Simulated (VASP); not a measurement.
```yaml
crystal:
  lattice:
    - [4.16163, 0.00000, 0.00000]
    - [0.00000, 6.27003, 0.00000]
    - [0.00000, 0.00000, 6.49696]
  atoms:
    - { symbol: Ca, position: [0.00000, 0.00000, 0.00000] }
    - { symbol: Ca, position: [0.50000, 0.50000, 0.50000] }
    - { symbol: Cl, position: [0.00000, 0.27706, 0.32754] }
    - { symbol: Cl, position: [0.50000, 0.77706, 0.17246] }
    - { symbol: Cl, position: [0.50000, 0.22294, 0.82754] }
    - { symbol: Cl, position: [0.00000, 0.72294, 0.67246] }
```

Method: r2SCAN meta-GGA, VASP's PBE PAW potentials (set 64) (plane waves; VASP). Numerical set-up: 400 eV cut-off, 6×4×4 Γ-centred mesh, tetrahedra with Blöchl corrections, potentials Ca_sv Cl.

The cores are frozen, which limits the accuracy of field gradients.

### Question
Give the principal components of the electric field gradient (V/Å²) and the asymmetry η at each nucleus.

### Answer

```csv
atom,Vxx,Vyy,Vzz,η
Ca1,6.9,0.8,-7.7,0.80
Ca2,6.9,0.8,-7.7,0.80
Cl3,31.2,12.9,-44.1,0.41
Cl4,31.2,12.9,-44.1,0.41
Cl5,31.2,12.9,-44.1,0.41
Cl6,31.2,12.9,-44.1,0.41
```

The compound is CaCl2 in the sg58 structure. It was relaxed first.
